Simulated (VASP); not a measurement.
Take Cr₂O₃ (corundum), without spin-orbit terms, in VASP with PAW potentials, and its band gap.

Q: One run gives 3.11 eV. Which level is it?
(A) PBE+U (own cell)
(B) PBEsol (own cell)
(C) r2SCAN (own cell)

A: A, PBE+U (own cell).  The others give 1.39 (PBEsol (own cell)), 1.86 (r2SCAN (own cell)).

Only levels that ran to the end are used. Left out are those held back, those with too coarse a band path, GW runs whose mesh misses a band edge, hybrids' fits of cells that aren't cubic and levels without matching references; a question may draw on a part of the rest.

The compound is Cr2O3 in the corundum structure.
